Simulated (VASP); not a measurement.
Computed with r2SCAN+rVV10, VASP's PBE PAW potentials (set 64) (plane waves; VASP).

The input files of a VASP run:

### KPOINTS
```
Automatic mesh
0
Gamma
13 13 13
0 0 0
```

**INCAR**
```
ALGO  =  Normal
BPARAM  =  11.95
CPARAM  =  0.0093
EDIFF  =  1E-7
ENCUT  =  520
ISIF  =  2
ISMEAR  =  1
LASPH  =  .TRUE.
LCHARG  =  .FALSE.
LMAXMIX  =  4
LMIXTAU  =  .TRUE.
LREAL  =  .FALSE.
LUSE_VDW  =  .TRUE.
LWAVE  =  .FALSE.
METAGGA  =  R2SCAN
NELM  =  100
PREC  =  Accurate
SIGMA  =  0.1
SYSTEM  =  NiAl
```

### POSCAR
```
NiAl
1
    2.8864471478     0.0000000000     0.0000000000
    0.0000000000     2.8864471478     0.0000000000
    0.0000000000     0.0000000000     2.8864471478
Al Ni
1 1
Direct
  0.5000000000   0.5000000000   0.5000000000
  0.0000000000   0.0000000000   0.0000000000
```

POTCAR, in this order: Al Ni (PBE.64 set). Program: vasp_std.

What VASP printed:

**OSZICAR**
```
       N       E                     dE             d eps       ncg     rms          rms(c)
DAV:   1     0.308361566124E+02    0.30836E+02   -0.59697E+03  1720   0.142E+03
DAV:   2    -0.211031886725E+02   -0.51939E+02   -0.49030E+02  1696   0.211E+02
DAV:   3    -0.225148788241E+02   -0.14117E+01   -0.13958E+01  1982   0.464E+01
DAV:   4    -0.225370944323E+02   -0.22216E-01   -0.22209E-01  2012   0.510E+00
DAV:   5    -0.225377635429E+02   -0.66911E-03   -0.66910E-03  1926   0.879E-01    0.120E+01
DAV:   6    -0.228744677509E+02   -0.33670E+00   -0.57997E+01  1866   0.139E+02    0.159E+01
DAV:   7    -0.197658730797E+02    0.31086E+01   -0.15951E+01  1862   0.785E+01    0.173E+00
DAV:   8    -0.197612507336E+02    0.46223E-02   -0.67102E-01  2062   0.125E+01    0.157E+00
DAV:   9    -0.197391623320E+02    0.22088E-01   -0.10721E-01  1852   0.593E+00    0.308E-01
DAV:  10    -0.197436545493E+02   -0.44922E-02   -0.13120E-02  1768   0.133E+00    0.277E-01
DAV:  11    -0.197444851082E+02   -0.83056E-03   -0.61673E-03  1980   0.127E+00    0.530E-02
DAV:  12    -0.197445010318E+02   -0.15924E-04   -0.99143E-05  1830   0.124E-01    0.340E-02
DAV:  13    -0.197444673638E+02    0.33668E-04   -0.34771E-05  1806   0.761E-02    0.370E-02
DAV:  14    -0.197444946196E+02   -0.27256E-04   -0.80982E-05  1976   0.147E-01    0.559E-03
DAV:  15    -0.197444960807E+02   -0.14611E-05   -0.17574E-06  1804   0.206E-02    0.217E-03
DAV:  16    -0.197444963084E+02   -0.22767E-06   -0.67049E-07  1680   0.157E-02    0.732E-04
DAV:  17    -0.197444963812E+02   -0.72831E-07   -0.12639E-08   840   0.183E-03
   1 F= -.19744496E+02 E0= -.19744524E+02  d E =0.829723E-04
```

OUTCAR:
```
------------------------ aborting loop because EDIFF is reached ----------------------------------------
  FORCE on cell =-STRESS in cart. coord.  units (eV):
  Direction    XX          YY          ZZ          XY          YZ          ZX
  --------------------------------------------------------------------------------------
  Total       -0.7931785     -0.7931785     -0.7931785     -0.0000000      0.0000000     -0.0000000
  in kB      -52.8433931    -52.8433931    -52.8433931     -0.0000000      0.0000000     -0.0000000
  external PRESSURE =     -52.8433931 kB  Pullay stress =       0.0000000 kB
  volume of cell :       24.05
      direct lattice vectors                 reciprocal lattice vectors
     2.886447148  0.000000000  0.000000000     0.346446669  0.000000000  0.000000000
     0.000000000  2.886447148  0.000000000     0.000000000  0.346446669  0.000000000
     0.000000000  0.000000000  2.886447148     0.000000000  0.000000000  0.346446669
 POSITION                                       TOTAL-FORCE (eV/Angst)
 -----------------------------------------------------------------------------------
      1.44322      1.44322      1.44322         0.000000      0.000000      0.000000
      0.00000      0.00000      0.00000         0.000000      0.000000      0.000000
 -----------------------------------------------------------------------------------
    total drift:                                0.000000      0.000000      0.000000
  FREE ENERGIE OF THE ION-ELECTRON SYSTEM (eV)
  ---------------------------------------------------
  free  energy   TOTEN  =       -19.7444963812 eV

  energy  without entropy=      -19.7445793536  energy(sigma->0) =      -19.74452404
```
(Selected blocks of OUTCAR.)

The compound is NiAl in the CsCl type structure. This cell is one point of a volume scan, at 1.03 of the reference volume. The run is not spin-polarised, so no magnetic state was tried. The electron count is odd and the run is not spin-polarised, which forces a metal.
